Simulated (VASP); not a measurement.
OSZICAR of a VASP run on Ni (fcc):

### OSZICAR
```
       N       E                     dE             d eps       ncg     rms          rms(c)
DAV:   1     0.157314739597E+02    0.15731E+02   -0.49906E+03  5348   0.147E+03
DAV:   2    -0.137977684191E+02   -0.29529E+02   -0.28339E+02  5280   0.170E+02
DAV:   3    -0.143010496553E+02   -0.50328E+00   -0.50156E+00  6042   0.296E+01
DAV:   4    -0.143062709874E+02   -0.52213E-02   -0.52205E-02  6102   0.261E+00
DAV:   5    -0.143064109938E+02   -0.14001E-03   -0.14000E-03  6154   0.366E-01    0.106E+01
DAV:   6    -0.125889839849E+02    0.17174E+01   -0.30122E+01  5523   0.921E+01    0.921E+00
DAV:   7    -0.119395929376E+02    0.64939E+00   -0.80711E+00  5563   0.394E+01    0.228E+00
DAV:   8    -0.119446070226E+02   -0.50141E-02   -0.57903E-02  5298   0.299E+00    0.165E+00
DAV:   9    -0.119345122579E+02    0.10095E-01   -0.69805E-02  5682   0.398E+00    0.516E-01
DAV:  10    -0.119359375511E+02   -0.14253E-02   -0.23923E-02  6262   0.211E+00    0.171E-01
DAV:  11    -0.119358581107E+02    0.79440E-04   -0.49372E-03  5530   0.111E+00    0.867E-02
DAV:  12    -0.119358897677E+02   -0.31657E-04   -0.59631E-04  5786   0.402E-01    0.273E-02
DAV:  13    -0.119358952123E+02   -0.54446E-05   -0.22344E-05  6628   0.593E-02    0.163E-02
DAV:  14    -0.119358983725E+02   -0.31602E-05   -0.63799E-06  4420   0.261E-02    0.185E-03
DAV:  15    -0.119358989419E+02   -0.56946E-06   -0.40574E-07  2717   0.880E-03
   1 F= -.11935899E+02 E0= -.11936066E+02  d E =-.119359E+02  mag=     0.7640
       N       E                     dE             d eps       ncg     rms          rms(c)
DAV:   1    -0.126851772550E+02   -0.74928E+00   -0.12091E+01  5470   0.591E+01    0.734E+00
DAV:   2    -0.120991161257E+02    0.58606E+00   -0.10284E+01  5522   0.527E+01    0.404E+00
DAV:   3    -0.119500431531E+02    0.14907E+00   -0.17818E+00  5611   0.202E+01    0.147E+00
DAV:   4    -0.119394680456E+02    0.10575E-01   -0.35722E-02  6073   0.186E+00    0.597E-01
DAV:   5    -0.119357431547E+02    0.37249E-02   -0.59781E-03  6964   0.715E-01    0.218E-01
DAV:   6    -0.119358453677E+02   -0.10221E-03   -0.14328E-03  5892   0.660E-01    0.109E-01
DAV:   7    -0.119359229450E+02   -0.77577E-04   -0.29181E-04  5281   0.170E-01    0.506E-02
DAV:   8    -0.119359260086E+02   -0.30637E-05   -0.11240E-04  5883   0.133E-01    0.141E-02
DAV:   9    -0.119359263771E+02   -0.36852E-06   -0.12279E-05  5214   0.478E-02    0.566E-03
DAV:  10    -0.119359284962E+02   -0.21190E-05   -0.25684E-06  2737   0.224E-02    0.224E-03
DAV:  11    -0.119359281029E+02    0.39333E-06   -0.77377E-07  2639   0.120E-02
   2 F= -.11935928E+02 E0= -.11936170E+02  d E =-.291609E-04  mag=     0.7370
       N       E                     dE             d eps       ncg     rms          rms(c)
DAV:   1    -0.121343336792E+02   -0.19841E+00   -0.31381E+00  5457   0.316E+01    0.370E+00
DAV:   2    -0.119917996955E+02    0.14253E+00   -0.29286E+00  5536   0.255E+01    0.211E+00
DAV:   3    -0.119457887457E+02    0.46011E-01   -0.48292E-01  5607   0.109E+01    0.736E-01
DAV:   4    -0.119439127506E+02    0.18760E-02   -0.12667E-02  6044   0.999E-01    0.317E-01
DAV:   5    -0.119433509022E+02    0.56185E-03   -0.21387E-03  6494   0.603E-01    0.119E-01
DAV:   6    -0.119434079902E+02   -0.57088E-04   -0.12557E-04  6579   0.131E-01    0.844E-02
DAV:   7    -0.119434444430E+02   -0.36453E-04   -0.33580E-05  6210   0.750E-02    0.263E-02
DAV:   8    -0.119434554309E+02   -0.10988E-04   -0.50280E-05  5400   0.898E-02    0.669E-03
DAV:   9    -0.119434578606E+02   -0.24297E-05   -0.80344E-07  2883   0.125E-02    0.276E-03
DAV:  10    -0.119434575245E+02    0.33610E-06   -0.16490E-07  2621   0.458E-03
   3 F= -.11943458E+02 E0= -.11943651E+02  d E =-.755858E-02  mag=     0.7523
```

**Question.** Which electronic solver shows in the log?

**Answer.** It is blocked Davidson (ALGO = Normal, or the opening steps of other solvers). The INCAR had ALGO = Normal.

**Question.** How was spin treated?

**Answer.** Collinear spin (ISPIN = 2): the summary line carries one mag value, 0.75 μB in the cell.

**Question.** Can the final energy be trusted as converged?

**Answer.** Self-consistency was reached. It stopped with EDIFF = 1E-6, NELM = 100, NSW = 60 and EDIFFG = -0.01 after 3 ionic steps (r2SCAN meta-GGA, plane waves, VASP's PBE PAW potentials (set 64)). Energy and stress use the plane-wave basis of the starting cell.

The compound is Ni in the fcc structure. This run relaxes it. Symmetry was kept, so distortions that lower it aren't found.
